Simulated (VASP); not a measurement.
A 71-atom supercell of AlN (wurtzite) holds Ti on the Al site with a neighbouring N vacancy in charge state +1. It is relaxed twice, with the total moment held at 1 and at 3 μB. Computed with PBE GGA, VASP's PBE PAW potentials (set 64) (plane waves; VASP 6.6.1). Numerical set-up: PREC = Normal, LREAL = Auto, ISYM = 0, NELECT = 283.0, EDIFF = 1E-5, 400 eV cut-off, 1×1×1 Γ-centred mesh, Gaussian smearing of 0.050 eV, potentials Al N Ti.

The cell is charged, with a uniform compensating background. The supercell is sampled at Γ alone, which is coarse: total energies, pressure and levels can be off, energies of defects by several tenths of an eV.

Question: Which spin state lies lower, and by how much?

Answer: The state with 1 μB lies lower, by 1.82 eV.

The cell is a supercell with a defect, built from AlN (wurtzite).
